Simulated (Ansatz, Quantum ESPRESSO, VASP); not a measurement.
## ScF3 (R-3c, 8 atoms in the cell) computed with different codes at matched settings

Self-consistent single point.

```
ScF3
1.0
    2.85141     1.64626     4.65336
   -2.85141     1.64626     4.65336
    0.00000    -3.29252     4.65336
Sc F
2 6
Direct
  0.50000   0.50000   0.50000
  0.00000   0.00000   0.00000
  0.72658   0.25000   0.77342
  0.27342   0.75000   0.22658
  0.77342   0.72658   0.25000
  0.22658   0.27342   0.75000
  0.25000   0.77342   0.72658
  0.75000   0.22658   0.27342
```

Shared settings, as Ansatz (a quantum-chemistry and plane-wave program) writes them: kpoints.mp_grid.grid = 5 5 5; scf.occupations.method = fixed. Potentials and cutoffs stand in the table.

| code | model | pressure (GPa) | largest force (eV/Å) | gap on the mesh (eV) | cutoff |
|---|---|---|---|---|---|
| Ansatz | PBEsol+U, PAW files made with PBE | -0.82 | 0.013 | 6.430 | default |
| VASP | PBEsol+U, VASP's PBE PAW potentials (set 64) | -7.88 | 0.001 | 6.455 | 400 eV |
| Quantum ESPRESSO | PBEsol+U, PseudoDojo standard norm-conserving (PBESOL) pseudopotentials | -0.39 | 0.012 | 6.354 | 85 Ry |

Hubbard term: [{species: Sc, l: d, u_eff: 1.0}] eV.

Gaps are read on the mesh.

On Ansatz's run: spin polarisation is off. The U value is a test value.

The spread over the programs that give each value: pressure within 7.49 GPa; largest force within 0.012 eV/Å; gap on the mesh within 0.101 eV.

Ansatz's pressure is given at a fixed set of plane waves, as the other plane-wave codes print theirs; with its correction for the finite basis it is -0.51 GPa (the shift of 0.31 GPa shows how far the cutoff is from converged). The same U acts on different projectors in each program, which moves gaps, moments and pressures. In the pressure, VASP (by 7.06) lies more than 1 GPa from the median of the plane-wave programs.

VASP's run is marked for a possible Pulay error in its stress at this cutoff; no cutoff test was made.

VASP ran the fixed occupations as a Gaussian smearing of 0.01 eV.

The starting cell comes from a database of computed structures (which also holds hypothetical and non-ambient phases and stackings), without a prior relaxation at this level.

Left out of this page: SIESTA (not drawn, or without a comparable value).

Keys are those of Ansatz 0.2.
